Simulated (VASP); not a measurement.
Method: PBE GGA with D4 dispersion, VASP's PBE PAW potentials (set 64) (plane waves; VASP).

VASP input:

File POSCAR:
```
AlN
1
    1.5529125568    -2.6897234423     0.0000000000
    1.5529125568     2.6897234423     0.0000000000
    0.0000000000     0.0000000000     4.9732953090
Al N
2 2
Direct
  0.6666670000   0.3333330000   0.5000463799
  0.3333330000   0.6666670000   0.0000463799
  0.6666670000   0.3333330000   0.8819536201
  0.3333330000   0.6666670000   0.3819536201
```

File KPOINTS:
```
Automatic mesh
0
Gamma
7 7 4
0 0 0
```

### INCAR
```
! general
SYSTEM = AlN
PREC   = Accurate
ENCUT  = 520
LREAL  = F
LASPH  = T

! electronic loop
EDIFF  = 1E-6
NELM   = 100
ALGO   = Normal

! smearing
ISMEAR = 0
SIGMA  = 0.05

! functional
GGA    = PE
IVDW   = 13

! ions
IBRION = 2
NSW    = 60
ISIF   = 3
EDIFFG = -0.02

! output
LWAVE  = F
LCHARG = F
```

POTCAR, in this order: Al N (PBE.64 set). Program: vasp_std.

The run wrote:

OSZICAR:
```
       N       E                     dE             d eps       ncg     rms          rms(c)
DAV:   1     0.496129132153E+02    0.49613E+02   -0.76981E+03   576   0.120E+03
DAV:   2    -0.305046394701E+02   -0.80118E+02   -0.74356E+02   804   0.221E+02
DAV:   3    -0.345013852161E+02   -0.39967E+01   -0.39835E+01   756   0.551E+01
DAV:   4    -0.345341627798E+02   -0.32778E-01   -0.32770E-01   648   0.568E+00
DAV:   5    -0.345346487439E+02   -0.48596E-03   -0.48594E-03   748   0.704E-01    0.122E+01
DAV:   6    -0.297650485608E+02    0.47696E+01   -0.16951E+01   692   0.316E+01    0.427E+00
DAV:   7    -0.297765933997E+02   -0.11545E-01   -0.63778E-01   628   0.640E+00    0.291E+00
DAV:   8    -0.297696274849E+02    0.69659E-02   -0.74777E-02   648   0.288E+00    0.471E-01
DAV:   9    -0.297651220842E+02    0.45054E-02   -0.19430E-02   728   0.105E+00    0.238E-01
DAV:  10    -0.297656649748E+02   -0.54289E-03   -0.21800E-03   668   0.360E-01    0.127E-01
DAV:  11    -0.297655986852E+02    0.66290E-04   -0.20228E-04   676   0.115E-01    0.313E-02
DAV:  12    -0.297656005284E+02   -0.18432E-05   -0.78176E-06   620   0.289E-02    0.858E-03
DAV:  13    -0.297656002451E+02    0.28327E-06   -0.52804E-06   696   0.172E-02
   1 F= -.30998638E+02 E0= -.30998638E+02  d E =-.309986E+02
```

File OUTCAR:
```
------------------------ aborting loop because EDIFF is reached ----------------------------------------
  Edisp (eV):   -1.23304
  FORCE on cell =-STRESS in cart. coord.  units (eV):
  Direction    XX          YY          ZZ          XY          YZ          ZX
  --------------------------------------------------------------------------------------
  Total      -0.00096    -0.00096    -0.00486     0.00000     0.00000     0.00000
  in kB      -0.03687    -0.03687    -0.18740     0.00000     0.00000     0.00000
  external pressure =       -0.09 kB  Pullay stress =        0.00 kB
  volume of cell :       41.55
      direct lattice vectors                 reciprocal lattice vectors
     1.552912557 -2.689723442  0.000000000     0.321975631 -0.185892717  0.000000000
     1.552912557  2.689723442  0.000000000     0.321975631  0.185892717  0.000000000
     0.000000000  0.000000000  4.973295309     0.000000000  0.000000000  0.201073923
  FREE ENERGIE OF THE ION-ELECTRON SYSTEM (eV)
  ---------------------------------------------------
  free  energy   TOTEN  =       -30.9986380707 eV

  energy  without entropy=      -30.9986380707  energy(sigma->0) =      -30.99863807

 reached required accuracy - stopping structural energy minimisation
```
(Selected blocks of OUTCAR.)

**OUTCAR**
```
 val. band max:        6.2091195599   @ k =   0.0000   0.0000   0.0000

 cond. band min:      10.4603435551   @ k =   0.0000   0.0000   0.0000


 Fermi energy:         6.4230178802

 k-point     1 :       0.0000    0.0000    0.0000
  band No.  band energies     occupation
      1      -9.0152      2.00000
      2      -6.8523      2.00000
      3       0.1889      2.00000
      4       5.3362      2.00000
      5       5.3363      2.00000
      6       5.9877      2.00000
      7       5.9877      2.00000
      8       6.2091      2.00000
      9      10.4603      0.00000
     10      12.9127      0.00000
     11      16.8648      0.00000
     12      17.3946      0.00000

 k-point     2 :       0.1429    0.0000    0.0000
  band No.  band energies     occupation
      1      -8.7568      2.00000
      2      -6.7099      2.00000
      3       0.4973      2.00000
      4       4.2379      2.00000
      5       4.9714      2.00000
      6       5.0308      2.00000
      7       5.9343      2.00000
      8       6.0862      2.00000
      9      11.4778      0.00000
     10      13.8002      0.00000
     11      15.7745      0.00000
     12      16.1638      0.00000

 k-point     3 :       0.2857    0.0000    0.0000
  band No.  band energies     occupation
      1      -8.0557      2.00000
      2      -6.4057      2.00000
      3       1.3686      2.00000
      4       2.2622      2.00000
      5       3.3444      2.00000
      6       4.5008      2.00000
      7       5.6040      2.00000
      8       5.7258      2.00000
      9      12.5384      0.00000
     10      13.4588      0.00000
     11      14.1724      0.00000
     12      16.5071      0.00000

 k-point     4 :       0.4286   -0.0000    0.0000
  band No.  band energies     occupation
      1      -7.2219      2.00000
      2      -6.2976      2.00000
      3       0.9192      2.00000
      4       2.1881      2.00000
      5       2.5486      2.00000
      6       4.1532      2.00000
...
```

The compound is AlN in the wurtzite structure. It was relaxed first. The start is the result of an earlier pass.
